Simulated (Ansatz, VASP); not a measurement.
## TaInGa (TaInGa in the AlB2 type) in two plane-wave programs

One calculation is typed for both programs; each brings its own data sets. How far apart do they land? The cell is generated by rule, not measured, and may not be a known phase. The cell is taken from a series of runs on this material, whose earlier steps may have relaxed, scaled, displaced or heated it; both programs get it as it stands.

Main program and level: Ansatz 0.2.0; plane waves, with VASP 6.6.1 beside it; relaxation of cell and atoms at PBEsol and zone-centre phonons at PBEsol.

The structure was built from a prototype and need not be the compound's stable phase.

## Step 1: The structure

Symmetry: P-6m2, No. 187, hexagonal system. Conventional cell: a = 4.712 Å, b = 4.712 Å, c = 2.794 Å, α = 90.00°, β = 90.00°, γ = 120.00°. Ta has 2 Ta at 2.79 Å and 6 In at 3.06 Å and 6 Ga at 3.06 Å nearest. Nearest to Ga lie 3 In at 2.72 Å and 2 Ga at 2.79 Å and 6 Ta at 3.06 Å. Nearest to In lie 3 Ga at 2.72 Å and 2 In at 2.79 Å and 6 Ta at 3.06 Å. Farther neighbours are not listed.

## Step 2: Ansatz: relaxation of cell and atoms, PBEsol, pair 1

Ansatz runs on its PAW soft_1 files.

The relaxed volume is the usual yardstick between codes: in a stiff, nearly cubic crystal its relative difference is about their pressure difference at one cell divided by the bulk modulus.

input.yaml reads:

```yaml
crystal:
  lattice:
    - [4.7116211105, 0.0, 0.0]
    - [-2.3558105552, 4.0803835747, 0.0]
    - [0.0, 0.0, 2.7942844584]
  atoms:
    - { symbol: Ta, position: [0.0, 0.0, 0.0] }
    - { symbol: Ga, position: [0.3333333333, 0.6666666667, 0.5] }
    - { symbol: In, position: [0.6666666667, 0.3333333333, 0.5] }
kpoints:
  mp_grid: { grid: [6, 6, 10] }
hamiltonian:
  xc: pbesol
  pseudopotentials: { kind: paw, azcp: { folder: soft_1 }, xc_functional: pbe }
scf:
  occupations: { method: methfessel_paxton, width: 0.2 }
output:
  forces: true
  stress: true
  eigenvalues: true
relax:
  adjacent_minimum: "off"
  f_tol: 0.001
  max_steps: 60
  cell: { stress_tol: 0.01 }
```

On the command line:

```console
ansatz run input.yaml --threads 4 --pin off --max-ram 12288MiB --backend cpu --events-out ev --progress --plain --runs-dir out
```

Numbers of over 12 decimals in the logs are rounded to 6 here.

The log of the run:

```text
Engine: ansatz 0.2.0, x86_64-unknown-linux-gnu
Pseudopotentials: kind: paw
Pseudopotential: Ta, paw, valence charge 13, recommended cutoff 420 eV (normal), soft_1/Ta.paw.azcp
Pseudopotential: Ga, paw, valence charge 13, recommended cutoff 420 eV (normal), soft_1/Ga.paw.azcp
Pseudopotential: In, paw, valence charge 13, recommended cutoff 420 eV (normal), soft_1/In.paw.azcp
Functional definition: PBEsol
  exchange = pbesol_x
  correlation = pbesol_c
Crystal: 3 atoms, lattice volume = 53.721 Å³
Basis set: ecut = 420 eV, 1047 PW (Γ), exchange–correlation on 64×64×40 points (8 copies of the dense FFT grid, shifted against one another)
Bands: 24, of which v1, the nominal top of the filled ones, is band 20 counted from 1 (19 counted from 0)
Symmetry: 12 space group operations
Space group: P-6m2 (ITA 187), of the structure as read, at distance tolerance 3.8e-5 Å
k-points: 42 of 360 (time reversal used)
Non-local potential: Ta, projectors of the file, l = 0: 3, l = 1: 2, l = 2: 2, l = 3: 1
Non-local potential: Ga, projectors of the file, l = 0: 2, l = 1: 2, l = 2: 3, l = 3: 1
Non-local potential: In, projectors of the file, l = 0: 2, l = 1: 2, l = 2: 2, l = 3: 1
PAW form: soft (Blöchl's): semilocal exchange-correlation on the pseudo side does not see the compensation charge
PAW frozen core: Ta, regenerated for the run's functional, and the local potential with it (the file was generated under x = pbe(κ = 0.804, μ = 0.219515), c = pbe(β = 0.066725))
PAW frozen core: Ga, regenerated for the run's functional, and the local potential with it (the file was generated under x = pbe(κ = 0.804, μ = 0.219515), c = pbe(β = 0.066725))
PAW frozen core: In, regenerated for the run's functional, and the local potential with it (the file was generated under x = pbe(κ = 0.804, μ = 0.219515), c = pbe(β = 0.066725))
PAW one-centre angular grid: Ta, 590 points (default); XC on 64 Gauss nodes
PAW one-centre angular grid: Ga, 590 points (default); XC on 64 Gauss nodes
PAW one-centre angular grid: In, 590 points (default); XC on 64 Gauss nodes
Initial density: superposition of atomic densities (chi_scale 0.1, normalization cell, long waves kept (reshape's long-wave potential 0.00 eV rms))
Initial wavefunctions: pseudopotential atomic-orbital guess
Functional: x = pbesol(κ = 0.804, μ = 0.123457), c = pbesol(β = 0.046)
SCF iter   1: F=—  HF=-19076.251738 eV  |F-HF|=—  |Δ(HF+E_count)|=         —  Δρ=4.96e-2  dr2=2.95e0  ethr=3.10e-3  ⟨swp⟩=5.0  Hψ=4121  notcnv=0
preconditioner: auto → none  [metal: Δε(μ)=0.030 eV  Ē_g=12.081 eV  σ=0.200 eV  W_gap=0.13  n_scr=8 (ndim 8)  ℏωp=28.2 eV  f_vac=0.000  D(μ)=1.48/eV (n_scr^D=6)  sad-step TF]
SCF iter   2: F=—  HF=-19075.743680 eV  |F-HF|=—  |Δ(HF+E_count)|=   5.08e-1  S|Δr|=    0.00e0  Δρ=3.48e-2  dr2=1.39e0  ethr=3.10e-3  ⟨swp⟩=2.0  Hψ=2147  notcnv=0  defer=1
SCF iter   3: F=—  HF=-19075.487578 eV  |F-HF|=—  |Δ(HF+E_count)|=   2.56e-1  S|Δr|=    0.00e0  Δρ=1.22e-2  dr2=7.89e-2  ethr=3.10e-3  ⟨swp⟩=2.1  Hψ=1738  notcnv=0  defer=1
SCF iter   4: F=—  HF=-19075.432728 eV  |F-HF|=—  |Δ(HF+E_count)|=   5.48e-2  S|Δr|=    0.00e0  Δρ=4.27e-3  dr2=4.69e-3  ethr=2.02e-4  ⟨swp⟩=2.0  Hψ=2135  notcnv=0
SCF iter   5: F=—  HF=-19075.433845 eV  |F-HF|=—  |Δ(HF+E_count)|=   1.12e-3  S|Δr|=    0.00e0  Δρ=1.05e-3  dr2=4.23e-4  ethr=1.20e-5  ⟨swp⟩=2.0  Hψ=1655  notcnv=0
SCF iter   6: F=—  HF=-19075.433956 eV  |F-HF|=—  |Δ(HF+E_count)|=   1.11e-4  S|Δr|=    0.00e0  Δρ=2.44e-4  dr2=2.98e-5  ethr=1.08e-6  ⟨swp⟩=2.0  Hψ=1663  notcnv=0
SCF iter   7: F=—  HF=-19075.433943 eV  |F-HF|=—  |Δ(HF+E_count)|=   1.34e-5  S|Δr|=    0.00e0  Δρ=4.57e-5  dr2=6.76e-7  ethr=7.64e-8  ⟨swp⟩=2.0  Hψ=1648  notcnv=0
SCF iter   8: F=-19075.433942 eV  HF=-19075.433942 eV  |F-HF|=7.64e-9  |Δ(HF+E_count)|=   9.62e-8  S|Δr|=    0.00e0  Δρ=6.15e-6  dr2=1.67e-8  ethr=2.56e-10  ⟨swp⟩=5.0  Hψ=4532  notcnv=0
SCF 1 converged in 8 iterations: F = -19075.433942 eV  dr2 = 1.67e-8
  greatest PAW one-centre occupation: 0.999 electrons in one spin orbital (limit 2), on the Ta atom at site 0 (counted from 0), in its partial waves of l = 0
relax step   1: F+E_penalty+E_count = -19075.43394244 eV  Δ(F+E_penalty+E_count) = +0.000e0 eV  max|allowed force component| = 4.086e-17 eV/Å  Δτ_max = 0.0000 Å  P = -0.081 GPa  Ω = 53.721 Å³  (8 SCF iters, dr2 threshold 1.00e-7 eV, accepted)
[...]
relax step   2: F+E_penalty+E_count = -19075.43410218 eV  Δ(F+E_penalty+E_count) = -1.597e-4 eV  max|allowed force component| = 3.932e-17 eV/Å  Δτ_max = 0.0000 Å  P = +0.040 GPa  Ω = 53.632 Å³  energy of the carried Pulay correction = +1.666e-5 eV  (4 SCF iters, dr2 threshold 2.21e-7 eV, accepted)
[...]
relax step   3: F+E_penalty+E_count = -19075.43414737 eV  Δ(F+E_penalty+E_count) = -4.518e-5 eV  max|allowed force component| = 5.937e-17 eV/Å  Δτ_max = 0.0000 Å  P = -0.001 GPa  Ω = 53.662 Å³  energy of the carried Pulay correction = +1.107e-5 eV  (3 SCF iters, dr2 threshold 5.95e-8 eV, accepted)
[...]
relax step   4: F+E_penalty+E_count = -19075.43413402 eV  Δ(F+E_penalty+E_count) = +1.334e-5 eV  max|allowed force component| = 6.862e-17 eV/Å  Δτ_max = 0.0000 Å  P = -0.001 GPa  Ω = 53.662 Å³  stress off target by 1.22e-3 GPa  SCF on the basis re-selected at this cell (its energy is not comparable with the rows above)  (6 SCF iters)
basis re-selected at this cell: Δ(F+E_penalty+E_count) = +1.334e-5 eV, ΔP = -0.000 GPa vs the last step (what re-selecting the basis moved, of the pressure what is left beyond the Pulay correction that the steps carried, after the strain that the cell walked since its last selection, with what the two solves' SCF thresholds leave and, on support functions, any second-order correction that the steps lacked; it is no m [...]
SCF converged after 6 iterations
Stability not checked: this state was not tested for a lower state beside it, because cold or Methfessel-Paxton smearing, or corrected tetrahedra, fill the levels in a way that the test cannot read (fill_not_monotonic; see scf.lower_state_search)
Free energy (F): -19075.434134 eV
Harris-Foulkes:  -19075.434134 eV  (|F-HF|=7.28e-12)
Internal energy: -19075.430867 eV  (E = F + TS)
E sigma→0 (E₀):  -19075.433317 eV
Entropy (-TS):   -0.003267 eV (-1.089 meV/atom)
Fermi energy:    15.219617 eV
--- Per-component energies (eV) ---
  E_band       = -83.643534
  E_kinetic    = 728.641482
  E_local      = -2552.751708  (includes V_loc(G=0)·N_el)
  E_nonlocal   = 226.411740
  E_hartree    = 1342.426564
  E_xc         = -525.123827
  E_vxc        = -381.653987  (∫ρ·V_xc dr)
  E_paw        = -14271.119924  (= ΣΔE_a)
  E_vpaw       = -789.144233  (= ΣTr[D̂ρ^β])
  E_aug_tail   = 0.000038  (compensation charges beyond the density's cutoff)
  E_ewald      = -4025.227827
  E_core_change = 1.312595  (= ΣΔE_core)
  E_smearing   = -0.003267  (= −TS)
  E_closure    = -0.000000  (closes the sum)
  Σ components = -19075.434134   (vs F -19075.434134, Δ=0.00e0)
--- Forces (eV/Å), atoms counted from 1 ---
  atom   1  Ta     0.00000000     0.00000000     0.00000000
  atom   2  Ga     0.00000000    -0.00000000     0.00000000
  atom   3  In    -0.00000000     0.00000000     0.00000000
  max |Σ_I F_I| component: 7.17e-17 eV/Å
--- Stress (GPa, compression-positive) ---
       -0.001218       0.000000       0.000000
       -0.000000      -0.001218       0.000000
        0.000000       0.000000      -0.000923
  P = ⅓ Tr σ = -0.0011 GPa (-0.011 kbar)
--- Band table (eV; the first three rows and the last of 42) ---
  k-point 0: bands = [... 16 lower, 11.4989, 12.4639, 12.8981, 16.2530, 16.2530, 18.6595, 18.6595, 20.2487]
  k-point 1: bands = [... 16 lower, 11.7163, 12.7791, 13.1862, 15.8079, 15.8079, 19.0085, 19.0085, 19.8035]
  k-point 2: bands = [... 16 lower, 12.3463, 13.3792, 14.1390, 14.9068, 14.9068, 18.0363, 19.7460, 19.7460]
  k-point 41: bands = [... 16 lower, 12.3527, 12.4359, 13.8374, 15.2513, 16.4571, 17.3108, 17.3111, 17.3611]
--- Relaxed structure (3 steps of the walk, 3 accepted, 1 SCFs on fresh bases) ---
  F+E_penalty+E_count = -19075.43413402 eV   max|allowed force component| = 6.862e-17 eV/Å   (the final SCF, on the basis selected at the relaxed cell)
  cell:  # Å, volume = 53.6620 Å³
    - [4.705477, -2.882979704229905e-11, 0.0]
    - [-2.352739, 4.075063, 0.0]
    - [0.0, 0.0, 2.798521]
  atoms:
    - { symbol: Ta, position: [0, 0, 0.0] }
    - { symbol: Ga, position: [0.333333, 0.666667, 0.5] }
    - { symbol: In, position: [0.666667, 0.333333, 0.5] }
```

Reading the cycles: dr2 is the Hartree energy of the density residual (eV), the measure of convergence; HF is the Harris–Foulkes estimate of the energy, which meets the free energy F at convergence.

## Step 3: VASP: relaxation of cell and atoms, PBEsol, pair 1

The same cell, functional, mesh and smearing now go to VASP, with its own data sets.

Lines of VASP's logs that name or quote its potential files are left out, and so is its time.

INCAR reads:

```
SYSTEM = TaInGa
PREC = Accurate
ENCUT = 500
EDIFF = 1E-07
NELM = 120
ISMEAR = 1
SIGMA = 0.2
LREAL = .FALSE.
ALGO = Normal
GGA = PS
NBANDS = 24
LASPH = .TRUE.
LORBIT = 11
LWAVE = .FALSE.
LCHARG = .FALSE.
ISIF = 3
IBRION = 2
NSW = 80
EDIFFG = -0.005
GGA_COMPAT = .FALSE.
NELMIN = 4
KPAR = 2
```

POSCAR reads:

```
TaInGa
1.0
    4.7116210000      0.0000000000      0.0000000000
   -2.3558110000      4.0803840000      0.0000000000
    0.0000000000      0.0000000000      2.7942840000
Ta Ga In
1 1 1
Direct
    0.0000000000      0.0000000000      0.0000000000
    0.3333334041      0.6666666667      0.5000000000
    0.6666668082      0.3333333333      0.5000000000
```

KPOINTS reads:

```
Automatic mesh
0
Gamma
6 6 10
0 0 0
```

Potentials, in the order of the species: Ta_pv, Ga_d and In_d (PBE family, release 64).

On the command line:

```console
mpirun -np 2 vasp_std
```

The log of the run:

```text
[banner, memory and clock lines left out]
running    2 mpi-ranks, on    1 nodes
 distrk:  each k-point on    1 cores,    2 groups
 distr:  one band on    1 cores,    1 groups

 POSCAR found type information on POSCAR TaGaIn
 POSCAR found :  3 types and       3 ions
|                                                                             |
|               ----> ADVICE to this user running VASP <----                  |
|                                                                             |
|     You enforced a specific xc type in the INCAR file but a different       |
|     [... a line on the potential file left out ...]
|     I HOPE YOU KNOW WHAT YOU ARE DOING!                                     |
|                                                                             |

 LDA part: xc-table for (Slater+PW92), standard interpolation
 POSCAR, INCAR and KPOINTS ok, starting setup
 FFT: planning ... GRIDC
 FFT: planning ... GRID_SOFT
 FFT: planning ... GRID
 WAVECAR not read
 entering main loop
       N       E                     dE             d eps       ncg     rms          rms(c)
DAV:   1     0.286346812267E+03    0.28635E+03   -0.18286E+04  2112   0.236E+03
DAV:   2     0.290352256345E+01   -0.28344E+03   -0.27879E+03  2152   0.484E+02
DAV:   3    -0.185328019470E+02   -0.21436E+02   -0.21184E+02  2536   0.132E+02
DAV:   4    -0.190424028174E+02   -0.50960E+00   -0.50692E+00  2280   0.218E+01
DAV:   5    -0.190612981291E+02   -0.18895E-01   -0.18887E-01  3088   0.402E+00    0.127E+01
DAV:   6    -0.183796597085E+02    0.68164E+00   -0.17249E+00  2392   0.116E+01    0.561E+00
DAV:   7    -0.182472265250E+02    0.13243E+00   -0.33885E-01  2824   0.694E+00    0.191E+00
DAV:   8    -0.182324946812E+02    0.14732E-01   -0.43810E-02  2400   0.251E+00    0.481E-01
DAV:   9    -0.182308296268E+02    0.16651E-02   -0.47836E-03  2784   0.889E-01    0.174E-01
DAV:  10    -0.182307625458E+02    0.67081E-04   -0.38101E-04  2744   0.261E-01    0.416E-02
DAV:  11    -0.182307525818E+02    0.99640E-05   -0.82190E-05  2640   0.129E-01    0.172E-02
DAV:  12    -0.182307528009E+02   -0.21905E-06   -0.64861E-06  2992   0.399E-02    0.639E-03
DAV:  13    -0.182307528446E+02   -0.43736E-07   -0.14796E-06  2976   0.246E-02    0.137E-03
DAV:  14    -0.182307525603E+02    0.28432E-06   -0.19891E-07  1664   0.119E-02    0.136E-03
DAV:  15    -0.182307525700E+02   -0.97207E-08   -0.41559E-08  1256   0.266E-03
   1 F= -.18230753E+02 E0= -.18229591E+02  d E =-.182308E+02
[...]
2 F= -.18230926E+02 E0= -.18229846E+02  d E =-.173860E-03
[...]
3 F= -.18230934E+02 E0= -.18229840E+02  d E =-.181487E-03
[...]
4 F= -.18230937E+02 E0= -.18229855E+02  d E =-.297687E-05
 trial-energy change:   -0.000003  1 .order   -0.000000   -0.000033    0.000032
 step:   0.5447(harm=  0.4888)  dis= 0.00000  next Energy=   -18.230944 (dE=-0.980E-05)
 bond charge predicted
       N       E                     dE             d eps       ncg     rms          rms(c)
DAV:   1    -0.182310517712E+02   -0.11475E-03   -0.23521E-03  2520   0.720E-01    0.665E-02
DAV:   2    -0.182309624921E+02    0.89279E-04   -0.20858E-04  2552   0.228E-01    0.256E-02
DAV:   3    -0.182309465899E+02    0.15902E-04   -0.42845E-05  2632   0.110E-01    0.809E-03
DAV:   4    -0.182309446566E+02    0.19333E-05   -0.24828E-06  2864   0.239E-02    0.631E-03
DAV:   5    -0.182309438080E+02    0.84860E-06   -0.61955E-07  2488   0.858E-03    0.176E-03
DAV:   6    -0.182309436966E+02    0.11136E-06   -0.42774E-08  1096   0.308E-03    0.621E-04
DAV:   7    -0.182309436860E+02    0.10654E-07   -0.14826E-08  1040   0.164E-03
   5 F= -.18230944E+02 E0= -.18229856E+02  d E =-.962862E-05
 curvature:  -0.26 expect dE=-0.808E-07 dE for cont linesearch -0.581E-07
 trial: gam= 0.00000 g(F)=  0.418E-41 g(S)=  0.308E-06 ort =-0.287E-05 (trialstep = 0.881E+00)
 search vector abs. value=  0.309E-06
 reached required accuracy - stopping structural energy minimisation
```

OUTCAR, selected parts (step 3):

```text
ion  position               nearest neighbor table
   1  0.000  0.000  0.000-   3 3.06   3 3.06   2 3.06   2 3.06   2 3.06   2 3.06   3 3.06   3 3.06
                             2 3.06   2 3.06   3 3.06   3 3.06
   2  0.333  0.667  0.500-   3 2.72   3 2.72   3 2.72   1 3.06   1 3.06   1 3.06   1 3.06   1 3.06
                             1 3.06
   3  0.667  0.333  0.500-   2 2.72   2 2.72   2 2.72   1 3.06   1 3.06   1 3.06   1 3.06   1 3.06
                             1 3.06

  LATTYP: Found a hexagonal cell.
 ALAT       =     4.7116210000
 C/A-ratio  =     0.5930621330

 Subroutine GETGRP returns: Found 12 space group operations
 (whereof 12 operations were pure point group operations)

The static configuration has the point symmetry D_3h.

 Found     42 irreducible k-points:

   k-points           NKPTS =     42   k-points in BZ     NKDIM =     42   number of bands    NBANDS=     24

   dimension x,y,z NGX =    36 NGY =   36 NGZ =   20
   dimension x,y,z NGXF=    72 NGYF=   72 NGZF=   40

   ENCUT  =  500.0 eV  36.75 Ry    6.06 a.u.   8.59  8.59  5.09*2*pi/ulx,y,z

   NELECT =      37.0000    total number of electrons

 k-points in reciprocal lattice and weights: Automatic mesh
   0.00000000  0.00000000  0.00000000       0.003
   0.16666667  0.00000000  0.00000000       0.017
   0.33333333  0.00000000  0.00000000       0.017
   0.50000000  0.00000000  0.00000000       0.008
   0.16666667  0.16666667  0.00000000       0.017
   0.33333333  0.16666667  0.00000000       0.033
   0.33333333  0.33333333  0.00000000       0.006
   0.00000000  0.00000000  0.10000000       0.006
   0.16666667  0.00000000  0.10000000       0.033
[...]
0.33333333  0.16666667  0.50000000       0.033
   0.33333333  0.33333333  0.50000000       0.006

 average (electrostatic) potential at core
       1 -34.4889       2 -62.1026       3 -93.0480

 E-fermi :   8.0225

 k-point     1 :       0.0000    0.0000    0.0000
  band No.  band energies     occupation
    ...
     14      -3.1475      2.00000
     15       4.3061      2.00000
     16       4.3061      2.00000
     17       5.2685      2.00000
     18       5.7029      2.00000
     19       9.0568     -0.00000
     20       9.0568     -0.00000
     21      11.4545     -0.00000
     22      11.4545     -0.00000
     23      13.0392      0.00000
    ...

 k-point     2 :       0.1667    0.0000    0.0000
  band No.  band energies     occupation
    ...
     14      -2.8490      2.00000
     15       2.8478      2.00000
     16       4.3995      2.00000
     17       5.1933      2.00000
     18       7.2553      2.00000
     19       8.2114     -0.03670
     20       8.6578     -0.00007
     21      11.3132     -0.00000
     22      11.4528     -0.00000
     23      13.2136      0.00000
    ...

 k-point     3 :       0.3333    0.0000    0.0000
  band No.  band energies     occupation
    ...
     15       1.0990      2.00000
     16       4.6204      2.00000
     17       4.6282      2.00000
     18       7.1239      2.00000
     19       7.9349      1.66829
     20      10.0504     -0.00000
     21      11.0908     -0.00000
     22      11.4494     -0.00000
     23      13.3980      0.00000
     24      15.0408      0.00000

  Total        0.0020832      0.0020832      0.0032405     -0.0000000      0.0000000      0.0000000
  in kB        0.0621564      0.0621564      0.0966875     -0.0000000      0.0000000      0.0000000
  external PRESSURE =       0.0736668 kB  Pullay stress =       0.0000000 kB

  energy-cutoff  :      500.00
  volume of cell :       53.70
      direct lattice vectors                 reciprocal lattice vectors
     4.706450064  0.000000001  0.000000000     0.212474367  0.122672144 -0.000000000
    -2.353225531  4.075905836 -0.000000000    -0.000000000  0.245344235 -0.000000000
    -0.000000000  0.000000000  2.799225045    -0.000000000  0.000000000  0.357241731

 POSITION                                       TOTAL-FORCE (eV/Angst)
 -----------------------------------------------------------------------------------
     -0.00000      0.00000      0.00000         0.000000      0.000000      0.000000
      0.00000      2.71727      1.39961         0.000000     -0.000000      0.000000
      2.35323      1.35864      1.39961        -0.000000     -0.000000     -0.000000
 -----------------------------------------------------------------------------------
    total drift:                               -0.000265      0.000001     -0.000000

  FREE ENERGIE OF THE ION-ELECTRON SYSTEM (eV)
  ---------------------------------------------------
  free  energy   TOTEN  =       -18.2309436860 eV

  energy  without entropy=      -18.2276814533  energy(sigma->0) =      -18.22985628

 reached required accuracy - stopping structural energy minimisation

 total charge
# of ion       s       p       d       tot
------------------------------------------
    1        0.298   6.108   2.396   8.802
    2        0.881   0.794   9.985  11.659
    3        0.849   0.938   9.898  11.684
--------------------------------------------------
tot          2.028   7.839  22.278  32.146

[... 3 further parts left out ...]
```

CONTCAR:

```
TaInGa
   1.00000000000000
     4.7064500639563978    0.0000000006332736    0.0000000000000000
    -2.3532255308810246    4.0759058359935523   -0.0000000000000000
    -0.0000000000000000    0.0000000000000000    2.7992250447436273
  Ta              Ga              In
     1     1     1
Direct
     0.0000000000000000    0.0000000000000000    0.0000000000000000
     0.3333334041000029    0.6666666667000030    0.5000000000000000
     0.6666668081999987    0.3333333332999970    0.5000000000000000
```

The k-mesh is coarse for a metal. The run keeps the 12 symmetry operations of its start, so it cannot find a distortion of lower symmetry.

[end of part 1 of 2]

[Lines on the potential files, build, host, timing and source positions are cut from VASP's logs without a mark.]

[Logs are printed without paths, hosts, clocks, repeated set-up lines and the standing remarks that a program may print on its own settings, such as how far it seeks lower states.]

[Hosts, paths, dates, database ids (printed as entryN), source tags and the programs' standing remarks are cut or masked in the printed files.]
